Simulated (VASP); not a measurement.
Here is a VASP 6.6.1 calculation.

File INCAR:

```
SYSTEM = Mo3Pb
  PREC = Accurate
  ENCUT = 520
  EDIFF = 1E-6
  ISMEAR = -1
  SIGMA = 0.1
  LREAL = .FALSE.
  LASPH = .TRUE.
  NELM = 80
  ALGO = Normal
  ISIF = 2
  LWAVE = .FALSE.
  LCHARG = .FALSE.
  GGA = PE
  NBANDS = 36
```

KPOINTS

```
Automatic mesh
0
G
  4 4 4
  0 0 0
```

File POSCAR:

```
Mo3Pb
1.0
    4.2176530000      0.0000000000      0.0000000000
    0.0000000000      4.2176530000      0.0000000000
    0.0000000000      0.0000000000      4.2176530000
Pb Mo
1 3
Direct
    0.0000000000      0.0000000000      0.0000000000
    0.0000000000      0.5000000000      0.5000000000
    0.5000000000      0.0000000000      0.5000000000
    0.5000000000      0.5000000000      0.0000000000
```

Potentials or basis: VASP PAW PBE potentials, release 64 (Pb_d, Mo_sv).

Launch:

```bash
$ cat potpaw_PBE.64/Pb_d/POTCAR potpaw_PBE.64/Mo_sv/POTCAR > POTCAR
$ mpirun -np 1 vasp_std > vasp.out
```

Task: What does it give for the pressure?

Result: -11.9 GPa.

Task: What does it give for the band gap on the k mesh?

Result: None (metal or under the smearing width).

Caveat: the k mesh is coarse (spacing up to 0.37 Å⁻¹), so the values aren't converged. Spin-orbit coupling is left out, which matters for the levels of Pb.
